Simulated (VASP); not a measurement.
Consider the following.

```yaml
crystal:
  lattice:
    - [3.27219, 0.00000, 0.00000]
    - [-1.63610, 2.83380, 0.00000]
    - [0.00000, 0.00000, 16.73723]
  atoms:
    - { symbol: W, position: [0.00000, 0.00000, 0.00000] }
    - { symbol: Se, position: [0.33333, 0.66667, 0.10008] }
    - { symbol: Se, position: [0.33333, 0.66667, 0.89992] }
```

The numbers are results of PBEsol GGA, VASP's PBE PAW potentials (set 64) (plane waves; VASP), not measurements. Run with 400 eV cut-off, Gaussian smearing of 0.050 eV, potentials W_sv Se.

The cell holds a wide vacuum, so values per volume refer to the whole cell. Unless said otherwise, spin-orbit coupling is left out, though it shifts the bands of the heavy elements here.

Task: Give the energies of bands 7 to 16 at the high-symmetry points, in eV from the valence-band maximum.

Result: 
```
band      Γ      M      K      A      L      H
----  -----  -----  -----  -----  -----  -----
7     -6.31  -6.46  -5.50  -6.31  -6.46  -5.50
8     -2.33  -5.22  -5.35  -2.33  -5.22  -5.35
9     -2.33  -4.24  -4.46  -2.33  -4.24  -4.46
10    -2.25  -2.99  -3.75  -2.25  -2.99  -3.75
11    -1.17  -2.19  -3.36  -1.17  -2.19  -3.36
12    -1.17  -1.02  -2.37  -1.17  -1.02  -2.37
13    -0.42  -0.84   0.00  -0.42  -0.84   0.00
14     3.05   2.52   1.69   3.05   2.52   1.69
15     3.05   2.85   2.80   3.05   2.85   2.80
16     3.24   3.75   3.61   3.24   3.75   3.61
```

The gap is indirect, 1.68 eV, from the valence maximum at K to the conduction minimum at K-Γ at 0.44.

The cell is a sheet with vacuum, built from a database entry that may be metastable or hypothetical.
